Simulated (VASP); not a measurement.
Here is the system:

```
RhTe
1.0
    0.00000     2.73249     2.73249
    2.73249     0.00000     2.73249
    2.73249     2.73249     0.00000
Rh Te
1 1
Direct
  0.00000   0.00000   0.00000
  0.50000   0.50000   0.50000
```

The numbers are results of PBE GGA, VASP's PBE PAW potentials (set 64) (plane waves; VASP), not measurements. Settings: 400 eV cut-off, Gaussian smearing of 0.050 eV, potentials Rh_pv Te.

Question: Give the energies of bands 5 to 13 at the high-symmetry points, in eV from the Fermi level.

Answer: 
| band | Γ | X | U | L | W |
|---|---|---|---|---|---|
| 5 | -2.27 | -5.30 | -5.01 | -6.72 | -4.69 |
| 6 | -2.27 | -3.12 | -4.97 | -4.38 | -4.69 |
| 7 | -2.27 | -2.43 | -3.77 | -4.38 | -4.60 |
| 8 | -2.25 | -2.43 | -1.89 | -1.44 | -1.14 |
| 9 | -2.25 | -1.84 | -1.27 | -1.44 | -1.14 |
| 10 | -0.21 | -1.10 | -0.84 | -0.89 | -1.10 |
| 11 | -0.21 | -1.10 | -0.49 | 3.54 | -0.74 |
| 12 | -0.21 | -0.35 | 0.40 | 3.54 | -0.55 |
| 13 | 4.67 | 1.98 | 3.92 | 3.70 | 6.54 |

It has no gap at this level: it comes out as a metal or semimetal.

The structure was generated: RhTe was put into the rock salt type (Fm-3m), which need not be its known phase. It was relaxed first, which changed the volume by -26 %. The electron count is odd and the run is not spin-polarised, which forces a metal.
